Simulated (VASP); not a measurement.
Level of theory: LDA (Ceperley-Alder, Perdew-Zunger), VASP's LDA PAW potentials (set 64) (plane waves; VASP).

Input for VASP

### KPOINTS
```
Automatic mesh
0
Gamma
14 14 8
0 0 0
```

**INCAR**
```
# general
SYSTEM   =  Re
PREC     =  Accurate
ENCUT    =  520
LREAL    =  .False.
LASPH    =  .True.

# electronic loop
EDIFF    =  1E-6
NELM     =  100
ALGO     =  Normal
LMAXMIX  =  6

# smearing
ISMEAR   =  1
SIGMA    =  0.1

# ions
IBRION   =  2
NSW      =  60
ISIF     =  3
EDIFFG   =  -0.01

# output
LWAVE    =  .False.
LCHARG   =  .False.
```

File POSCAR:
```
Re
1.0
  1.3800000000  -2.3902300000   0.0000000000
  1.3800000000   2.3902300000   0.0000000000
  0.0000000000   0.0000000000   4.4600000000
Re
2
Direct
  0.3333330000   0.6666670000   0.2500000000
  0.6666670000   0.3333330000   0.7500000000
```

POTCAR, in this order: Re (LDA.64 set). Program: vasp_std.

Energy and stress use the plane-wave basis of the starting cell. Unless said otherwise, spin-orbit coupling is left out, though it shifts the bands of the heavy elements here.

Task: Estimate the energy per atom (σ→0), volume per atom, band gap (on the k-mesh).

Result: 
- energy per atom (σ→0): -13.765 eV/atom
- band gap (on the k-mesh): none (metal, semimetal or under 0.01 eV)
- volume per atom: 14.39 Å³/atom

OSZICAR:
```
...
DAV:   8    -0.275304283873E+02   -0.40110E-06   -0.44224E-07  1785   0.169E-02
   3 F= -.27530428E+02 E0= -.27530508E+02  d E =-.177032E-01
       N       E                     dE             d eps       ncg     rms          rms(c)
DAV:   1    -0.275304848258E+02   -0.56840E-04   -0.11083E-03  3984   0.835E-01    0.144E-01
DAV:   2    -0.275304685026E+02    0.16323E-04   -0.19308E-05  4067   0.993E-02    0.522E-02
DAV:   3    -0.275304644776E+02    0.40249E-05   -0.10584E-05  3829   0.642E-02    0.493E-03
DAV:   4    -0.275304645270E+02   -0.49376E-07   -0.72703E-08  1548   0.659E-03
   4 F= -.27530465E+02 E0= -.27530541E+02  d E =-.177393E-01
```

The compound is Re in the hcp structure. This run relaxes it. Symmetry was kept, so distortions that lower it aren't found.
